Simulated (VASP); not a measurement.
Set up this calculation in VASP 6.6.1, as the native input.

```
Task                   : single point
Functional             : LDA
Potentials or basis    : VASP PAW LDA potentials, release 64 (Sc_sv, Ir)
Cutoff                 : 520 eV
k mesh                 : 10 × 10 × 10
Occupations            : fermi-dirac, width 0.1 eV
Spin                   : no spin polarisation
Dipole correction      : no
Further INCAR settings : ALGO = Normal; EDIFF = 1e-06; NBANDS = 27
```

The structure of ScIr3 lies in POSCAR:

```
ScIr3
1.0
    3.8711539504      0.0000000000      0.0000000000
    0.0000000000      3.8711539504      0.0000000000
    0.0000000000      0.0000000000      3.8711539504
Sc Ir
1 3
Direct
    0.0000000000      0.0000000000      0.0000000000
    0.0000000000      0.5000000000      0.5000000000
    0.5000000000      0.5000000000      0.0000000000
    0.5000000000      0.0000000000      0.5000000000
```

The cell comes from a database or a generator and needn't be the stable form of this composition.

These files were run (other wordings do the same):

INCAR

```
  PREC = Accurate
  ENCUT = 520
  EDIFF = 1E-6
  ISMEAR = -1
  SIGMA = 0.1
  LREAL = F
  LASPH = T
  NELM = 100
  ALGO = Normal
  ISIF = 2
  LWAVE = F
  LCHARG = T
  GGA = CA
  LELF = T
  LVHAR = T
  NBANDS = 27
```

KPOINTS

```
regular mesh
0
Gamma
  10 10 10
```

Potentials or basis: VASP PAW LDA potentials, release 64 (Sc_sv, Ir).

Launch:

```sh
$ cat potpaw_LDA.64/Sc_sv/POTCAR potpaw_LDA.64/Ir/POTCAR > POTCAR
$ mpirun -np 1 vasp_std > vasp.out
```

Results of the run:

| Quantity | Value |
| --- | --- |
| Pressure | 1.8 GPa |
| Band gap on the k mesh | none (metal or under the smearing width) |

Wall time 41 s on 1 thread of AMD EPYC 9R45 96-Core Processor (Zen 5), on a shared host, peak memory 0.18 GiB.
